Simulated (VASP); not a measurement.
```xyz
2
Lattice="1.7563 -3.0421 0.0000 1.7563 3.0421 0.0000 0.0000 0.0000 5.4136" Properties=species:S:1:pos:R:3 pbc="T T T"
Tm     1.7563     1.0140     1.3534
Tm     1.7563    -1.0140     4.0602
```

Calculation: PBE GGA with D3 dispersion (zero damping), VASP's PBE PAW potentials (set 64) (plane waves; VASP). Settings: 520 eV cut-off, Gaussian smearing of 0.050 eV, potentials Tm_3.

The 4f electrons are frozen in the core of the lanthanide potential, so 4f levels, which can set the real gap, and their magnetism are missing.

Task: Give the energies of bands 7 to 12 at the high-symmetry points, in eV from the Fermi level.

Result: 
```
band      Γ      M      K      A      L      H
----  -----  -----  -----  -----  -----  -----
7     -5.76  -2.21  -0.89  -4.02  -2.09  -0.62
8     -2.34  -1.45  -0.89  -4.02  -2.09  -0.62
9      1.17  -0.92  -0.86   1.21   0.14  -0.46
10     2.05  -0.19  -0.55   1.21   0.14  -0.46
11     2.05   1.67   1.33   1.93   1.57   0.52
12     2.62   1.75   1.33   1.93   1.57   0.52
```

It has no gap at this level: it comes out as a metal or semimetal.

The compound is Tm in the hcp structure. It was relaxed first.
